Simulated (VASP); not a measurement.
VASP input:

### INCAR
```
SYSTEM=ZrB2
PREC=Accurate; ENCUT=520; LREAL=.False.
LASPH=.True.
EDIFF=1E-6; NELM=100; ALGO=Normal
LMAXMIX=4
ISMEAR=1; SIGMA=0.1
IBRION=2; NSW=60; ISIF=3
EDIFFG=-0.02
LWAVE=.False.; LCHARG=.False.
```

POSCAR:
```
ZrB2
1.0
  1.5670236368  -2.7141650096   0.0000000000
  1.5670236368   2.7141650096   0.0000000000
  0.0000000000   0.0000000000   3.4939325549
Zr B
1 2
Direct
  0.0000000000   0.0000000000   1.0000000000
  0.3333330000   0.6666670000   0.5000000000
  0.6666670000   0.3333330000   0.5000000000
```

File KPOINTS:
```
K-points
0
gamma
10 10 8
```

POTCAR, in this order: Zr_sv B (LDA.64 set). Program: vasp_std.

Problem. Write an equivalent input for Quantum ESPRESSO's pw.x.

Solution. One equivalent input (not run):
```
&CONTROL
  calculation = 'vc-relax'
  pseudo_dir = './pseudo'
  outdir = './out'
  tprnfor = .true.
  tstress = .true.
  nstep = 60
  forc_conv_thr = 0.00078
/
&SYSTEM
  ibrav = 0
  nat = 3
  ntyp = 2
  ecutwfc = 76
  occupations = 'smearing'
  smearing = 'methfessel-paxton'
  degauss = 0.00735
  input_dft = 'pz'
/
&ELECTRONS
  conv_thr = 7.3e-08
  electron_maxstep = 100
/
&IONS
/
&CELL
/
ATOMIC_SPECIES
  Zr 91.224 Zr.upf
  B 10.810 B.upf
CELL_PARAMETERS angstrom
     1.5670236   -2.7141650    0.0000000
     1.5670236    2.7141650   -0.0000000
     0.0000000    0.0000000    3.4939326
ATOMIC_POSITIONS crystal
  Zr   0.0000000  0.0000000  1.0000000
  B    0.3333330  0.6666670  0.5000000
  B    0.6666670  0.3333330  0.5000000
K_POINTS automatic
  10 10 8 0 0 0
```
The two are equivalent in intent, not identical: the potentials are each code's own (VASP's PAW set, PseudoDojo norm-conserving files in pw.x), so ENCUT and ecutwfc are chosen apart and not converted; conv_thr bounds pw.x's estimated SCF error, while EDIFF bounds the energy change between steps; forc_conv_thr acts on force components and is met together with etot_conv_thr.

The compound is ZrB2 in the AlB2 type structure. It was relaxed first. The start is the result of an earlier pass.
